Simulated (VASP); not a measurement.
# CdSe (Cadmoselite): what each functional gives for the gap, part 3 of 3

Aim: the gap of CdSe (Cadmoselite) on one structure at many levels of theory. The starting structure is a measured crystal structure from the Crystallography Open Database. The atoms were first relaxed with LDA in that cell, in a run that isn't shown, and the relaxed structure is the one below. Meshes and data sets differ where the inputs say so.

VASP 6.6.1.

Results so far: LDA 0.416 eV; PBE 0.665 eV; r2SCAN 1.154 eV; TB-mBJ 2.026 eV; LDA + spin-orbit coupling 0.295 eV; r2SCAN + spin-orbit coupling 1.038 eV; TB-mBJ + spin-orbit coupling 1.915 eV.

The database entry behind the starting cell has ideal inner coordinates that were not refined, so it need not match the best structure at ambient conditions.

## Step 9: Bands with HSE06

Level of this step: HSE06; plane waves and PAW (Cd, Se) (VASP).

HSE06 mixes in a quarter of exact exchange at short range, at far higher cost; in semiconductors this cures much of the gap error, while metals seldom gain. This run uses a 4×4×2 mesh. Its starting orbitals come from a semilocal run on the same mesh, not shown.

INCAR

```
SYSTEM = CdSe
PREC = Accurate
ENCUT = 350
EDIFF = 1E-06
NELM = 100
ISMEAR = 0
SIGMA = 0.03
LREAL = .FALSE.
ALGO = Normal
LHFCALC = .TRUE.
AEXX = 0.25
GGA = PE
HFSCREEN = 0.2
LASPH = .TRUE.
NBANDS = 24
PRECFOCK = Fast
LORBIT = 11
LWAVE = .FALSE.
LCHARG = .FALSE.
KPAR = 4
```

POSCAR

```
CdSe
1.0
    4.2985000000      0.0000000000      0.0000000000
   -2.1492500000      3.7226101982      0.0000000000
    0.0000000000      0.0000000000      7.0152000000
Cd Se
2 2
Direct
    0.3333333333      0.6666666667      0.4998477097
    0.6666666667      0.3333333333      0.9998477097
    0.3333333333      0.6666666667      0.8751522903
    0.6666666667      0.3333333333      0.3751522903
```

KPOINTS

```
Automatic mesh
0
Gamma
4 4 2
0 0 0
```

KPOINTS_OPT

```
Line mode
10
Line-mode
Reciprocal
  0.00000000   0.00000000   0.00000000 GAMMA
  0.50000000   0.00000000   0.00000000 M

  0.50000000   0.00000000   0.00000000 M
  0.33333333   0.33333333   0.00000000 K

  0.33333333   0.33333333   0.00000000 K
  0.00000000   0.00000000   0.00000000 GAMMA

  0.00000000   0.00000000   0.00000000 GAMMA
  0.00000000   0.00000000   0.50000000 A

  0.00000000   0.00000000   0.50000000 A
  0.50000000   0.00000000   0.50000000 L

  0.50000000   0.00000000   0.50000000 L
  0.33333333   0.33333333   0.50000000 H

  0.33333333   0.33333333   0.50000000 H
  0.00000000   0.00000000   0.50000000 A

  0.50000000   0.00000000   0.50000000 L
  0.50000000   0.00000000   0.00000000 M

  0.33333333   0.33333333   0.00000000 K
  0.33333333   0.33333333   0.50000000 H
```

PAW data sets: Cd and Se (PBE family, release 64).

Run with:

```
mpirun -np 8 vasp_std
```

Numbers of over 12 decimals in the logs are rounded to 6 here.

What it wrote:

```text
[banner, memory and clock lines left out]
running    8 mpi-ranks, on    1 nodes
[...]
[... a notice as in an earlier step ...]

 LDA part: xc-table for (Slater+PW92), standard interpolation
 found WAVECAR, reading the header
 POSCAR, INCAR and KPOINTS ok, starting setup
[...]
reading WAVECAR
 the WAVECAR file was read successfully
 initial charge from wavefunction
 entering main loop
       N       E                     dE             d eps       ncg     rms          rms(c)
DAV:   1    -0.136825181892E+02   -0.13683E+02   -0.26055E+00   392   0.144E+01    0.466E+00
DAV:   2    -0.136698439799E+02    0.12674E-01   -0.20361E-01   416   0.520E+00    0.232E+00
DAV:   3    -0.136573804548E+02    0.12464E-01   -0.32591E-02   432   0.183E+00    0.136E+00
DAV:   4    -0.136552869023E+02    0.20936E-02   -0.47047E-03   432   0.535E-01    0.820E-01
[...]
DAV:   8    -0.136547472245E+02    0.10561E-04   -0.86512E-06   432   0.191E-02    0.921E-02
DAV:   9    -0.136547455729E+02    0.16517E-05   -0.36025E-06   416   0.118E-02    0.524E-02
DAV:  10    -0.136547460171E+02   -0.44421E-06   -0.13869E-06   344   0.743E-03
   1 F= -.13654746E+02 E0= -.13654746E+02  d E =-.654131E-16
 Start KPOINTS_OPT (optional k-point list driver)
k-point batch [1-8\90]
       N       E                     dE             ncg
DAV:   1     0.211762619167E+03   -0.23962E+04      392
DAV:   2    -0.177622074176E+04   -0.19880E+04      432
DAV:   3    -0.190357065930E+04   -0.12735E+03      456
DAV:   4    -0.190608203259E+04   -0.25114E+01      456
DAV:   5    -0.190610299483E+04   -0.20962E-01      472
DAV:   6    -0.190610323150E+04   -0.23667E-03      440
DAV:   7    -0.190610323524E+04   -0.37433E-05      408
DAV:   8    -0.190610323534E+04   -0.99372E-07      304
[...]
k-point batch [89-90\90]
       N       E                     dE             ncg
DAV:   1     0.569434291157E+04   -0.18733E+04       96
DAV:   2     0.522506503678E+04   -0.46928E+03      112
DAV:   3     0.519850427413E+04   -0.26561E+02      128
DAV:   4     0.519807997070E+04   -0.42430E+00      112
DAV:   5     0.519807703797E+04   -0.29327E-02      112
DAV:   6     0.519807701552E+04   -0.22445E-04      112
DAV:   7     0.519807701533E+04   -0.18778E-06       72
```

Elapsed: 7.9 min, on 8 MPI ranks of Intel Xeon Platinum 8259CL at 2.50GHz (Skylake/Cascade Lake), shared host; peak memory 2.3 GiB; 51 min of CPU time.

OUTCAR, selected parts (step 9):

```text
 POSITION                                       TOTAL-FORCE (eV/Angst)
 -----------------------------------------------------------------------------------
     -0.00000      2.48174      3.50653        -0.000000      0.000000      0.000003
      2.14925      1.24087      7.01413         0.000000     -0.000000      0.000003
     -0.00000      2.48174      6.13937        -0.000000     -0.000000     -0.000003
      2.14925      1.24087      2.63177        -0.000000      0.000000     -0.000003
 -----------------------------------------------------------------------------------
    total drift:                               -0.000005     -0.000004     -0.000134

  FREE ENERGIE OF THE ION-ELECTRON SYSTEM (eV)
  ---------------------------------------------------
  free  energy   TOTEN  =       -13.6547460171 eV

  energy  without entropy=      -13.6547460171  energy(sigma->0) =      -13.65474602

[... 1 part as in an earlier step ...]

[... 2 further parts left out ...]
[key lines of the parts left out:]
E-fermi :   0.5267
```

HSE06 gives a direct gap of 1.645 eV. The least gap is +1.229 eV from that of LDA, on another mesh, which alone can move a gap by some hundredths of an eV.

## Step 10: Bands with PBE0

PBE0 keeps a quarter of exact exchange at all ranges; it tends to overshoot small gaps. This run uses a 4×4×2 mesh. It starts from the orbitals of an earlier run, not shown.

Edit INCAR of step 9 so:

```diff
@@ -12,3 +12,2 @@
 GGA = PE
-HFSCREEN = 0.2
 LASPH = .TRUE.
@@ -16,2 +15,3 @@
 PRECFOCK = Fast
+HFRCUT = -1
 LORBIT = 11
```

POSCAR is that of step 9.

KPOINTS is that of step 9.

KPOINTS_OPT is that of step 9.

Run with:

```
mpirun -np 8 vasp_std
```

What it wrote:

```text
[banner, memory and clock lines left out]
running    8 mpi-ranks, on    1 nodes
[...]
[... a notice as in an earlier step ...]

 LDA part: xc-table for (Slater+PW92), standard interpolation
 found WAVECAR, reading the header
 POSCAR, INCAR and KPOINTS ok, starting setup
[...]
HFRCUT set to (new)   9.500693
 reading WAVECAR
 the WAVECAR file was read successfully
 initial charge from wavefunction
 entering main loop
       N       E                     dE             d eps       ncg     rms          rms(c)
DAV:   1    -0.147209304012E+02   -0.14721E+02   -0.24690E+00   384   0.142E+01    0.448E+00
DAV:   2    -0.147253666566E+02   -0.44363E-02   -0.19197E-01   432   0.492E+00    0.233E+00
DAV:   3    -0.147135813489E+02    0.11785E-01   -0.32719E-02   432   0.186E+00    0.137E+00
DAV:   4    -0.147111710264E+02    0.24103E-02   -0.49646E-03   432   0.567E-01    0.820E-01
[...]
DAV:   8    -0.147105717744E+02    0.11954E-04   -0.95792E-06   440   0.197E-02    0.949E-02
DAV:   9    -0.147105696833E+02    0.20912E-05   -0.43230E-06   416   0.122E-02    0.540E-02
DAV:  10    -0.147105700275E+02   -0.34424E-06   -0.15530E-06   368   0.740E-03
   1 F= -.14710570E+02 E0= -.14710570E+02  d E =-.779179E-11
 Start KPOINTS_OPT (optional k-point list driver)
k-point batch [1-8\90]
       N       E                     dE             ncg
DAV:   1     0.169188735240E+03   -0.24388E+04      392
DAV:   2    -0.188738240954E+04   -0.20566E+04      424
DAV:   3    -0.201708802077E+04   -0.12971E+03      448
DAV:   4    -0.201954082774E+04   -0.24528E+01      464
DAV:   5    -0.201956073513E+04   -0.19907E-01      456
DAV:   6    -0.201956095100E+04   -0.21588E-03      440
DAV:   7    -0.201956095426E+04   -0.32542E-05      416
DAV:   8    -0.201956095433E+04   -0.75440E-07      304
[...]
k-point batch [89-90\90]
       N       E                     dE             ncg
DAV:   1     0.568029417895E+04   -0.18873E+04       96
DAV:   2     0.519733573322E+04   -0.48296E+03      104
DAV:   3     0.516983764100E+04   -0.27498E+02      128
DAV:   4     0.516933550812E+04   -0.50213E+00      104
DAV:   5     0.516933200681E+04   -0.35013E-02      112
DAV:   6     0.516933197744E+04   -0.29362E-04      112
DAV:   7     0.516933197722E+04   -0.22328E-06       72
```

Wall time 7.8 min (8 MPI ranks); peak memory 1.6 GiB.

From OUTCAR (step 10):

```text
 POSITION                                       TOTAL-FORCE (eV/Angst)
 -----------------------------------------------------------------------------------
     -0.00000      2.48174      3.50653         0.000000      0.000000     -0.000383
      2.14925      1.24087      7.01413        -0.000000     -0.000000     -0.000383
     -0.00000      2.48174      6.13937        -0.000000     -0.000000      0.000383
      2.14925      1.24087      2.63177         0.000000      0.000000      0.000383
 -----------------------------------------------------------------------------------
    total drift:                               -0.000005     -0.000003     -0.000109

  FREE ENERGIE OF THE ION-ELECTRON SYSTEM (eV)
  ---------------------------------------------------
  free  energy   TOTEN  =       -14.7105700275 eV

  energy  without entropy=      -14.7105700275  energy(sigma->0) =      -14.71057003

[... 2 parts as in an earlier step ...]

[... 1 further part left out ...]
[key lines of the parts left out:]
E-fermi :   0.1465
```

PBE0 gives a direct gap of 2.282 eV. The least gap is +1.866 eV from that of LDA, on another mesh, which alone can move a gap by some hundredths of an eV.

## Step 11: All runs side by side

```csv
level,gap (eV),least direct gap (eV),mesh,core minutes
LDA,0.416,0.416,6×6×4,2.19
PBE,0.665,0.665,6×6×4,2.53
r2SCAN,1.154,1.154,6×6×4,8.27
TB-mBJ,2.026,2.026,6×6×4,11.2
LDA + spin-orbit coupling,0.295,0.295,6×6×4,9.2
r2SCAN + spin-orbit coupling,1.038,1.038,6×6×4,42.7
TB-mBJ + spin-orbit coupling,1.915,1.915,6×6×4,45.2
HSE06,1.645,1.646,4×4×2,63.3
PBE0,2.282,2.282,4×4×2,62.1
```

Core minutes are wall time times ranks of the run shown, on a shared host.

## Step 12: Results

| Property | Result |
| --- | --- |
| gap, LDA | 0.416 eV |
| gap, PBE | 0.665 eV |
| gap, r2SCAN | 1.154 eV |
| gap, TB-mBJ | 2.026 eV |
| gap, LDA + spin-orbit coupling | 0.295 eV |
| gap, r2SCAN + spin-orbit coupling | 1.038 eV |
| gap, TB-mBJ + spin-orbit coupling | 1.915 eV |
| gap, HSE06 | 1.645 eV |
| gap, PBE0 | 2.282 eV |

**Reading.** Without spin-orbit coupling the gap of CdSe (Cadmoselite) runs from 0.416 eV (LDA) to 2.282 eV (PBE0). HSE06 gives +0.98 eV from PBE, on another mesh, which alone can move a gap by some hundredths of an eV. TB-mBJ lies +0.38 eV from HSE06, on another mesh, which alone can move a gap by some hundredths of an eV. Spin-orbit coupling changes the LDA gap by -0.121 eV. Spin-orbit coupling changes the r2SCAN gap by -0.116 eV. Spin-orbit coupling changes the TB-mBJ gap by -0.111 eV. These are gaps between Kohn-Sham or generalised Kohn-Sham levels of a static lattice, without excitons or temperature. Further runs on this material are not shown.

[Lines on the potential files, build, host, timing and source positions are cut from VASP's logs without a mark.]

[Logs are printed without paths, hosts, clocks, repeated set-up lines and the standing remarks that a program may print on its own settings, such as how far it seeks lower states.]

[Hosts, paths, dates, database ids (printed as entryN), source tags and the programs' standing remarks are cut or masked in the printed files.]
